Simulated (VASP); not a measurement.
Method: PBE GGA, VASP's PBE PAW potentials (set 64) (plane waves; VASP).

VASP ran on this input.

INCAR:
```
ALGO  =  Normal
EDIFF  =  1E-7
ENCUT  =  530
GGA  =  PE
IBRION  =  6
ISIF  =  3
ISMEAR  =  1
LASPH  =  .TRUE.
LCHARG  =  .FALSE.
LMAXMIX  =  4
LREAL  =  .FALSE.
LWAVE  =  .FALSE.
NELM  =  100
NFREE  =  2
NSW  =  1
POTIM  =  0.015
PREC  =  Accurate
SIGMA  =  0.1
SYSTEM  =  Y
```

KPOINTS:
```
Automatic mesh
0
Gamma
10 10 6
0 0 0
```

POSCAR:
```
Y
1.0
  1.8283887459  -3.1668624816   0.0000000000
  1.8283887459   3.1668624816   0.0000000000
  0.0000000000   0.0000000000   5.6438095468
Y
2
Cart
  1.8283887459   1.0556229384   1.4109523867
  1.8283887459  -1.0556229384   4.2328571601
```

POTCAR, in this order: Y_sv (PBE.64 set). Program: vasp_std.

The run wrote:

File OUTCAR:
```
 ion  position               nearest neighbor table
   1  0.333  0.667  0.250-   2 3.52   2 3.52   2 3.52   2 3.52   2 3.52   2 3.52
   2  0.667  0.333  0.750-   1 3.52   1 3.52   1 3.52   1 3.52   1 3.52   1 3.52
  LATTYP: Found a hexagonal cell.
 ALAT       =     3.6567777323
 C/A-ratio  =     1.5433832625
 Subroutine PRICEL returns:
 Original cell was already a primitive cell.
 Subroutine GETGRP returns: Found 24 space group operations
The static configuration has the point symmetry D_3d.
 The point group associated with its full space group is D_6h.
The dynamic configuration has the point symmetry D_3d.
 Subroutine INISYM returns: Found 24 space group operations
 Subroutine IBZKPT returns following result:
 Found     56 irreducible k-points:

 Following reciprocal coordinates:
            Coordinates               Weight
  0.000000  0.000000  0.000000      1.000000
  0.100000 -0.000000  0.000000      6.000000
  0.200000 -0.000000  0.000000      6.000000
  0.300000 -0.000000  0.000000      6.000000
  0.400000  0.000000  0.000000      6.000000
  0.500000 -0.000000  0.000000      3.000000
  0.100000  0.100000  0.000000      6.000000
  0.200000  0.100000  0.000000     12.000000
  0.300000  0.100000  0.000000     12.000000
  0.400000  0.100000  0.000000     12.000000
  0.200000  0.200000  0.000000      6.000000
  0.300000  0.200000  0.000000     12.000000
  0.400000  0.200000  0.000000      6.000000
  0.300000  0.300000  0.000000      6.000000
  0.000000  0.000000  0.166667      2.000000
  0.100000 -0.000000  0.166667     12.000000
  0.200000 -0.000000  0.166667     12.000000
  0.300000 -0.000000  0.166667     12.000000
  0.400000  0.000000  0.166667     12.000000
  0.500000 -0.000000  0.166667      6.000000
  0.100000  0.100000  0.166667     12.000000
  0.200000  0.100000  0.166667     24.000000
...
```

OSZICAR:
```
       N       E                     dE             d eps       ncg     rms          rms(c)
DAV:   1     0.908480712767E+02    0.90848E+02   -0.11871E+04  1688   0.141E+03
DAV:   2    -0.562481173569E+01   -0.96473E+02   -0.95625E+02  2065   0.290E+02
DAV:   3    -0.131181082879E+02   -0.74933E+01   -0.74079E+01  3230   0.483E+01
DAV:   4    -0.132597229383E+02   -0.14161E+00   -0.14163E+00  1912   0.773E+00
DAV:   5    -0.132634183606E+02   -0.36954E-02   -0.36955E-02  2487   0.911E-01    0.327E+01
DAV:   6    -0.129368674023E+02    0.32655E+00   -0.43584E-01  1680   0.476E+00    0.204E+01
DAV:   7    -0.128832434777E+02    0.53624E-01   -0.86147E-01  2101   0.618E+00    0.190E+00
DAV:   8    -0.128732445444E+02    0.99989E-02   -0.17954E-01  2030   0.275E+00    0.150E+00
DAV:   9    -0.128720202589E+02    0.12243E-02   -0.43484E-03  2419   0.466E-01    0.464E-01
DAV:  10    -0.128722654468E+02   -0.24519E-03   -0.25830E-03  1694   0.536E-01    0.479E-01
DAV:  11    -0.128721379107E+02    0.12754E-03   -0.24741E-04  1822   0.166E-01    0.520E-02
DAV:  12    -0.128721322085E+02    0.57022E-05   -0.39168E-05  1914   0.609E-02    0.194E-02
DAV:  13    -0.128721337499E+02   -0.15414E-05   -0.61599E-06  1876   0.249E-02    0.135E-03
DAV:  14    -0.128721338293E+02   -0.79404E-07   -0.18137E-07  1919   0.277E-03
   1 F= -.12872134E+02 E0= -.12873349E+02  d E =0.364616E-02
 Found     2 degrees of freedom:
 Adding 6 more for cell shape distortion
```

File OUTCAR:
```
------------------------ aborting loop because EDIFF is reached ----------------------------------------
  FORCE on cell =-STRESS in cart. coord.  units (eV):
  Direction    XX          YY          ZZ          XY          YZ          ZX
  --------------------------------------------------------------------------------------
  Total        0.0098214      0.0098214      0.0110112     -0.0000000      0.0000000      0.0000000
  in kB        0.2407609      0.2407610      0.2699260     -0.0000000      0.0000000      0.0000000
  external PRESSURE =       0.2504826 kB  Pullay stress =       0.0000000 kB
  volume of cell :       65.36
      direct lattice vectors                 reciprocal lattice vectors
     1.828388746 -3.166862482  0.000000000     0.273464820 -0.157884974  0.000000000
     1.828388746  3.166862482  0.000000000     0.273464820  0.157884974  0.000000000
     0.000000000  0.000000000  5.643809547     0.000000000  0.000000000  0.177185284
 POSITION                                       TOTAL-FORCE (eV/Angst)
 -----------------------------------------------------------------------------------
      1.82839      1.05562      1.41095        -0.000000      0.000000      0.000000
      1.82839     -1.05562      4.23286         0.000000     -0.000000      0.000000
 -----------------------------------------------------------------------------------
    total drift:                               -0.000067      0.000519     -0.000010
  FREE ENERGIE OF THE ION-ELECTRON SYSTEM (eV)
  ---------------------------------------------------
  free  energy   TOTEN  =       -12.8721338293 eV

  energy  without entropy=      -12.8757799936  energy(sigma->0) =      -12.87334922
```
(Selected blocks of OUTCAR.)

### stdout
```
...
 LDA part: xc-table for (Slater+PW92), standard interpolation
 POSCAR, INCAR and KPOINTS ok, starting setup
 WAVECAR not read
 entering main loop
       N       E                     dE             d eps       ncg     rms          rms(c)
DAV:   1     0.908480712767E+02    0.90848E+02   -0.11871E+04  1688   0.141E+03
DAV:   2    -0.562481173569E+01   -0.96473E+02   -0.95625E+02  2065   0.290E+02
DAV:   3    -0.131181082879E+02   -0.74933E+01   -0.74079E+01  3230   0.483E+01
DAV:   4    -0.132597229383E+02   -0.14161E+00   -0.14163E+00  1912   0.773E+00
DAV:   5    -0.132634183606E+02   -0.36954E-02   -0.36955E-02  2487   0.911E-01    0.327E+01
DAV:   6    -0.129368674023E+02    0.32655E+00   -0.43584E-01  1680   0.476E+00    0.204E+01
DAV:   7    -0.128832434777E+02    0.53624E-01   -0.86147E-01  2101   0.618E+00    0.190E+00
DAV:   8    -0.128732445444E+02    0.99989E-02   -0.17954E-01  2030   0.275E+00    0.150E+00
DAV:   9    -0.128720202589E+02    0.12243E-02   -0.43484E-03  2419   0.466E-01    0.464E-01
DAV:  10    -0.128722654468E+02   -0.24519E-03   -0.25830E-03  1694   0.536E-01    0.479E-01
DAV:  11    -0.128721379107E+02    0.12754E-03   -0.24741E-04  1822   0.166E-01    0.520E-02
DAV:  12    -0.128721322085E+02    0.57022E-05   -0.39168E-05  1914   0.609E-02    0.194E-02
DAV:  13    -0.128721337499E+02   -0.15414E-05   -0.61599E-06  1876   0.249E-02    0.135E-03
DAV:  14    -0.128721338293E+02   -0.79404E-07   -0.18137E-07  1919   0.277E-03
   1 F= -.12872134E+02 E0= -.12873349E+02  d E =0.364616E-02
 Found     2 degrees of freedom:
 Adding 6 more for cell shape distortion
 Finite differences POTIM= 0.01500 DOF=   8

 -----------------------------------------------------------------------------
|                     _     ____    _    _    _____     _                     |
|                    | |   |  _ \  | |  | |  / ____|   | |                    |
|                    | |   | |_) | | |  | | | |  __    | |                    |
|                    |_|   |  _ <  | |  | | | | |_ |   |_|                    |
|                     _    | |_) | | |__| | | |__| |    _                     |
|                    (_)   |____/   \____/   \_____|   (_)                    |
|                                                                             |
|                                                                             |
|     internal error in GENERATE_KPOINTS_TRANS: number of G-vector            |
|     changed in star 1806 1808                                               |
|                                                                             |
|     If you are not a developer, you should not encounter this problem.      |
|     Please submit a bug report.                                             |
|                                                                             |
 -----------------------------------------------------------------------------
```

VASP stops with an error: internal error in GENERATE_KPOINTS_TRANS: number of G-vector changed in star 1806 1808 If you are not a developer, you should not encounter this problem. Please submit a bug report.

The compound is Y in the hcp structure. It was relaxed first.
